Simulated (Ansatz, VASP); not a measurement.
# NiTe2 (1T-NiTe2 5 layers, AA) in two plane-wave programs, part 2 of 2

Wanted: the spread between two codes on one cell, functional and k mesh. The structure shown is the start of the Ansatz relaxation below; VASP solves that cell, so the two are compared at the walk's first step.

VASP 6.6.1 and Ansatz 0.2.0.

So far: The structure; Ansatz: relaxation, LDA.

### Step 3. VASP: single point, LDA, start cell

Level of this step: LDA, no spin polarisation; plane waves and PAW (Te, Ni) (VASP).

The same cell, functional (in two slightly different forms), mesh and smearing now go to VASP, with its own data sets.

Lines of VASP's logs that name or quote its potential files are left out, and so is its time.

Contents of INCAR:

```
SYSTEM = NiTe2
PREC = Accurate
ENCUT = 520
EDIFF = 1E-06
NELM = 120
ISMEAR = -1
SIGMA = 0.05
LREAL = .FALSE.
ALGO = Normal
GGA = CA
NBANDS = 70
LASPH = .TRUE.
LORBIT = 11
LWAVE = .FALSE.
LCHARG = .FALSE.
ISIF = 2
LDIPOL = .TRUE.
IDIPOL = 3
DIPOL = 0.5 0.5 0.5
LVHAR = .TRUE.
GGA_COMPAT = .FALSE.
NELMDL = -8
KPAR = 4
```

Contents of POSCAR:

```
NiTe2
1.0
    3.7800000000      0.0000000000      0.0000000000
   -1.8900000000      3.2735760000      0.0000000000
    0.0000000000      0.0000000000     82.4198080000
Te Ni
10 5
Direct
    0.6666666667      0.3333333333      0.3439707115
    0.3333333333      0.6666666667      0.3743512967
    0.6666666667      0.3333333333      0.4143902155
    0.3333333333      0.6666666667      0.4447707886
    0.6666666667      0.3333333333      0.4848097074
    0.3333333333      0.6666666667      0.5151902926
    0.6666666667      0.3333333333      0.5552292114
    0.3333333333      0.6666666667      0.5856097966
    0.6666666667      0.3333333333      0.6256487154
    0.3333333333      0.6666666667      0.6560292885
    0.0000000000      0.0000000000      0.3591610041
    0.0000000000      0.0000000000      0.4295804960
    0.0000000000      0.0000000000      0.5000000000
    0.0000000000      0.0000000000      0.5704195040
    0.0000000000      0.0000000000      0.6408389959
```

Contents of KPOINTS:

```
Automatic mesh
0
Gamma
12 12 1
0 0 0
```

PAW data sets: Te and Ni (LDA family, release 64).

Launch:

```console
$ mpirun -np 4 vasp_std
```

Numbers of over 12 decimals in the logs are rounded to 6 here.

The log of the run:

```text
[banner, memory and clock lines left out]
running    4 mpi-ranks, on    1 nodes
 distrk:  each k-point on    1 cores,    4 groups
 distr:  one band on    1 cores,    1 groups

 POSCAR found type information on POSCAR TeNi
 POSCAR found :  2 types and      15 ions
 LDA part: xc-table for (Slater(with rela. corr.)+CA(PZ))
 , standard interpolation
|                                                                             |
|           W    W    AA    RRRRR   N    N  II  N    N   GGGG   !!!           |
|           W    W   A  A   R    R  NN   N  II  NN   N  G    G  !!!           |
|           W    W  A    A  R    R  N N  N  II  N N  N  G       !!!           |
|           W WW W  AAAAAA  RRRRR   N  N N  II  N  N N  G  GGG   !            |
|           WW  WW  A    A  R   R   N   NN  II  N   NN  G    G                |
|           W    W  A    A  R    R  N    N  II  N    N   GGGG   !!!           |
|                                                                             |
|     One of the lattice vectors is very long (>50 A), but AMIN is rather     |
|     large. This can spoil convergence since charge sloshing might occur     |
|     along the long lattice vector. If problems with convergence are         |
|     observed, try to decrease AMIN to a smaller value (e.g. 0.01).          |
|     Note: This warning only applies if the self-consistency cycle is        |
|     used.                                                                   |
|                                                                             |

 POSCAR, INCAR and KPOINTS ok, starting setup
 FFT: planning ... GRIDC
 FFT: planning ... GRID_SOFT
 FFT: planning ... GRID
 WAVECAR not read
 entering main loop
       N       E                     dE             d eps       ncg     rms          rms(c)
DAV:   1     0.769925922794E+03    0.76993E+03   -0.38215E+04  2732   0.122E+03
DAV:   2     0.140145650637E+02   -0.75591E+03   -0.72884E+03  3404   0.274E+02
DAV:   3    -0.750339884088E+02   -0.89049E+02   -0.86725E+02  3158   0.110E+02
DAV:   4    -0.792928645929E+02   -0.42589E+01   -0.42027E+01  3258   0.240E+01
DAV:   5    -0.794275682425E+02   -0.13470E+00   -0.13444E+00  3384   0.460E+00
DAV:   6    -0.794330447226E+02   -0.54765E-02   -0.54750E-02  3500   0.866E-01
DAV:   7    -0.794332549053E+02   -0.21018E-03   -0.21018E-03  3552   0.163E-01
DAV:   8    -0.794332662616E+02   -0.11356E-04   -0.11355E-04  3644   0.327E-02    0.326E+01
DAV:   9    -0.969785455888E+02   -0.17545E+02   -0.13567E+02  3000   0.149E+02    0.501E+01
DAV:  10    -0.766261147612E+02    0.20352E+02   -0.35950E+01  3280   0.788E+01    0.181E+01
DAV:  11    -0.936172813825E+02   -0.16991E+02   -0.53912E+01  3766   0.905E+01    0.593E+01
DAV:  12    -0.776901617281E+02    0.15927E+02   -0.78992E+01  3988   0.574E+01    0.214E+01
DAV:  13    -0.868714799850E+02   -0.91813E+01   -0.40495E+01  3848   0.459E+01    0.365E+01
DAV:  14    -0.778598085392E+02    0.90117E+01   -0.17413E+01  3606   0.201E+01    0.139E+01
[...]
DAV:  55    -0.738873346907E+02    0.93485E-04   -0.28422E-04  3968   0.280E-01    0.165E-01
DAV:  56    -0.738873421560E+02   -0.74653E-05   -0.82573E-05  2974   0.573E-02    0.157E-01
DAV:  57    -0.738873356126E+02    0.65434E-05   -0.52600E-06  2800   0.138E-02    0.147E-01
DAV:  58    -0.738873276568E+02    0.79557E-05   -0.25509E-06  1960   0.106E-02    0.125E-01
DAV:  59    -0.738873157836E+02    0.11873E-04   -0.32048E-05  3848   0.441E-02    0.585E-02
DAV:  60    -0.738873167709E+02   -0.98732E-06   -0.10691E-05  2868   0.155E-02    0.435E-02
DAV:  61    -0.738873179502E+02   -0.11793E-05   -0.46828E-07  1570   0.574E-03    0.435E-02
DAV:  62    -0.738873178437E+02    0.10647E-06   -0.71160E-06  3462   0.240E-02
   1 F= -.73887318E+02 E0= -.73857907E+02  d E =-.588215E-01
```

OUTCAR, selected parts (step 3):

```text
ion  position               nearest neighbor table
   1  0.667  0.333  0.344-  11 2.52  11 2.52  11 2.52   2 3.32   2 3.32   2 3.32
   2  0.333  0.667  0.374-  11 2.52  11 2.52  11 2.52   1 3.32   1 3.32   1 3.32
   3  0.667  0.333  0.414-  12 2.52  12 2.52  12 2.52   4 3.32   4 3.32   4 3.32
   4  0.333  0.667  0.445-  12 2.52  12 2.52  12 2.52   3 3.32   3 3.32   3 3.32
   5  0.667  0.333  0.485-  13 2.52  13 2.52  13 2.52   6 3.32   6 3.32   6 3.32
   6  0.333  0.667  0.515-  13 2.52  13 2.52  13 2.52   5 3.32   5 3.32   5 3.32
   7  0.667  0.333  0.555-  14 2.52  14 2.52  14 2.52   8 3.32   8 3.32   8 3.32
   8  0.333  0.667  0.586-  14 2.52  14 2.52  14 2.52   7 3.32   7 3.32   7 3.32
   9  0.667  0.333  0.626-  15 2.52  15 2.52  15 2.52  10 3.32  10 3.32  10 3.32
  10  0.333  0.667  0.656-  15 2.52  15 2.52  15 2.52   9 3.32   9 3.32   9 3.32
  11  0.000  0.000  0.359-   2 2.52   1 2.52   2 2.52   1 2.52   2 2.52   1 2.52
  12  0.000  0.000  0.430-   3 2.52   3 2.52   3 2.52   4 2.52   4 2.52   4 2.52
  13  0.000  0.000  0.500-   6 2.52   5 2.52   6 2.52   5 2.52   5 2.52   6 2.52
  14  0.000  0.000  0.570-   8 2.52   7 2.52   8 2.52   7 2.52   8 2.52   7 2.52
  15  0.000  0.000  0.641-   9 2.52   9 2.52   9 2.52  10 2.52  10 2.52  10 2.52

  LATTYP: Found a hexagonal cell.
 ALAT       =     3.7800000000
 C/A-ratio  =    21.8041820106

 Subroutine GETGRP returns: Found 12 space group operations
 (whereof 12 operations were pure point group operations)

The static configuration has the point symmetry D_3d.

 Found     19 irreducible k-points:

   k-points           NKPTS =     19   k-points in BZ     NKDIM =     19   number of bands    NBANDS=     70

   dimension x,y,z NGX =    28 NGY =   28 NGZ =  630
   dimension x,y,z NGXF=    56 NGYF=   56 NGZF= 1260

   ENCUT  =  520.0 eV  38.22 Ry    6.18 a.u.   7.03  7.03153.25*2*pi/ulx,y,z

   NELECT =     110.0000    total number of electrons

 k-points in reciprocal lattice and weights: Automatic mesh
   0.00000000  0.00000000  0.00000000       0.007
   0.08333333  0.00000000  0.00000000       0.042
   0.16666667 -0.00000000  0.00000000       0.042
   0.25000000 -0.00000000  0.00000000       0.042
   0.33333333 -0.00000000  0.00000000       0.042
   0.41666667  0.00000000  0.00000000       0.042
   0.50000000 -0.00000000  0.00000000       0.021
   0.08333333  0.08333333  0.00000000       0.042
   0.16666667  0.08333333  0.00000000       0.083
[...]
0.33333333  0.25000000  0.00000000       0.083
   0.33333333  0.33333333  0.00000000       0.014

 dipolmoment           0.000000      0.000000     -0.000014 electrons x Angstroem

 average (electrostatic) potential at core
       1 -96.0143       2 -96.1478       3 -96.0868       4 -96.0802       5 -96.0804
       6 -96.0804       7 -96.0802       8 -96.0869       9 -96.1479      10 -96.0145
      11 -92.2075      12 -92.1459      13 -92.1398      14 -92.1459      15 -92.2077

 E-fermi :  -0.3297

 k-point     1 :       0.0000    0.0000    0.0000
  band No.  band energies     occupation
    ...
     39      -2.1929      2.00000
     40      -1.8444      2.00000
     41      -1.7068      2.00000
     42      -1.0602      2.00000
     43      -0.4096      1.66332
     44      -0.2700      0.46491
     45      -0.2700      0.46491
     46      -0.2450      0.31038
     47      -0.2450      0.31038
     48      -0.2034      0.14799
    ...

 k-point     2 :       0.0833    0.0000    0.0000
  band No.  band energies     occupation
    ...
     48      -0.5120      1.94907
     49      -0.4831      1.91111
     50      -0.4340      1.77895
     51      -0.3834      1.49051
     52      -0.3431      1.13294
     53      -0.1881      0.11128
     54       0.2932      0.00001
     55       0.5862      0.00000
     56       0.6305      0.00000
     57       0.6695      0.00000
    ...

 k-point     3 :       0.1667   -0.0000    0.0000
  band No.  band energies     occupation
    ...
     49      -0.9475      1.99999
     50      -0.8905      1.99997
     51      -0.8434      1.99993
     52      -0.7408      1.99946
     53      -0.4765      1.89918
     54      -0.2477      0.32498
     55      -0.0779      0.01292
     56       0.0014      0.00266
     57       0.1498      0.00014
     58       0.3568      0.00000
    ...

  Total       -0.2540285     -0.2540285     -0.7390636      0.0000000      0.0000000      0.0000000
  in kB       -0.3990683     -0.3990683     -1.1610384      0.0000000      0.0000000      0.0000000
  external PRESSURE =      -0.6530583 kB  Pullay stress =       0.0000000 kB

  energy-cutoff  :      520.00
  volume of cell :     1019.87
      direct lattice vectors                 reciprocal lattice vectors
     3.780000000  0.000000000  0.000000000     0.264550265  0.152738168  0.000000000
    -1.890000000  3.273576000  0.000000000     0.000000000  0.305476335  0.000000000
     0.000000000  0.000000000 82.419808000     0.000000000  0.000000000  0.012133006

 POSITION                                       TOTAL-FORCE (eV/Angst)
 -----------------------------------------------------------------------------------
      1.89000      1.09119     28.35000        -0.000000      0.000000     -0.368147
     -0.00000      2.18238     30.85396         0.000000      0.000000      0.500711
      1.89000      1.09119     34.15396         0.000000      0.000000     -0.577713
     -0.00000      2.18238     36.65792         0.000000      0.000000      0.601745
      1.89000      1.09119     39.95792        -0.000000      0.000000     -0.566874
     -0.00000      2.18238     42.46188         0.000000      0.000000      0.566874
      1.89000      1.09119     45.76188        -0.000000     -0.000000     -0.601745
     -0.00000      2.18238     48.26585        -0.000000      0.000000      0.577713
      1.89000      1.09119     51.56585        -0.000000     -0.000000     -0.500711
     -0.00000      2.18238     54.06981         0.000000     -0.000000      0.368147
      0.00000      0.00000     29.60198         0.000000     -0.000000      0.187844
      0.00000      0.00000     35.40594         0.000000      0.000000     -0.037647
      0.00000      0.00000     41.20990         0.000000      0.000000     -0.000000
      0.00000      0.00000     47.01387         0.000000     -0.000000      0.037647
      0.00000      0.00000     52.81783        -0.000000      0.000000     -0.187844
 -----------------------------------------------------------------------------------
    total drift:                               -0.000000      0.000000     -0.001443

  FREE ENERGIE OF THE ION-ELECTRON SYSTEM (eV)
  ---------------------------------------------------
  free  energy   TOTEN  =       -73.8873178437 eV

  energy  without entropy=      -73.8284963832  energy(sigma->0) =      -73.85790711

 vacuum level on the upper side and lower side of the slab         4.254         4.255

 total charge
# of ion       s       p       d       tot
------------------------------------------
    1        1.399   1.918   0.065   3.381
    2        1.408   1.890   0.069   3.367
    3        1.406   1.895   0.069   3.371
    4        1.407   1.894   0.069   3.370
    5        1.406   1.894   0.069   3.370
    6        1.406   1.894   0.069   3.370
    7        1.407   1.894   0.069   3.370
    8        1.406   1.895   0.069   3.371
    9        1.408   1.890   0.069   3.367
   10        1.399   1.918   0.065   3.381
   11        0.474   0.594   8.438   9.505
   12        0.474   0.588   8.447   9.508
   13        0.474   0.589   8.446   9.509
   14        0.474   0.588   8.447   9.508
   15        0.474   0.594   8.438   9.505
--------------------------------------------------
tot         16.420  21.934  42.898  81.252

[... 3 further parts left out ...]
```

This run has no spin polarisation, so a moment on Ni, if there is one, isn't seen.

### Step 4. Differences

Known differences besides the potentials themselves: the two LDA forms differ slightly; Ansatz cuts the interaction across the vacuum, VASP repeats the sheet with a dipole correction; the data sets hold 250 valence electrons in Ansatz (on its default PAW (the set named soft_2) files) and 110 in VASP; the cutoff is 420 eV in Ansatz and 520 eV in VASP; VASP's log shows a relativistic correction to its local exchange, Ansatz's none. Total energies have different zeros and are not compared.

Forces on 7 of the 15 atoms, those with the largest forces and the largest differences (eV/Å; atoms numbered as in POSCAR):

| atom | Ansatz x, y, z | VASP x, y, z |
| --- | --- | --- |
| Te2 | 0.000, 0.000, 0.479 | 0.000, 0.000, 0.501 |
| Te3 | 0.000, 0.000, -0.554 | 0.000, 0.000, -0.578 |
| Te4 | 0.000, 0.000, 0.577 | 0.000, 0.000, 0.602 |
| Te5 | 0.000, 0.000, -0.544 | 0.000, 0.000, -0.567 |
| Te6 | 0.000, 0.000, 0.544 | 0.000, 0.000, 0.567 |
| Te7 | 0.000, 0.000, -0.577 | 0.000, 0.000, -0.602 |
| Te8 | 0.000, 0.000, 0.554 | 0.000, 0.000, 0.578 |

The forces differ by 10 meV/Å r.m.s., which is 4.1 % of the r.m.s. force of 0.253 eV/Å (both taken over all components). VASP's last cycles still show a density residual of 4e-03, so its state may not be settled. With vacuum in the cell, a pressure given here is an average over mostly empty space and none of the material.

### Step 5. Summary of results

| Property | Result |
| --- | --- |
| r.m.s. force difference (single point, LDA, start cell) | 4.1 % of the r.m.s. force |

**Reading.** The r.m.s. force difference is 4.1 % of the r.m.s. force (single point, LDA, start cell), beyond the 3 % picked in this series as the mark of a large difference. The data sets hold unlike numbers of valence electrons (250 in Ansatz and 110 in VASP), so part of the differences comes from the potentials. 1 further run of this series is not shown here. How closely two codes agree says nothing of how well the functional describes the real material.

[Lines on the potential files, build, host, timing and source positions are cut from VASP's logs without a mark.]

[Logs are printed without paths, hosts, clocks, repeated set-up lines and the standing remarks that a program may print on its own settings, such as how far it seeks lower states.]

[Hosts, paths, dates, database ids (printed as entryN), source tags and the programs' standing remarks are cut or masked in the printed files.]
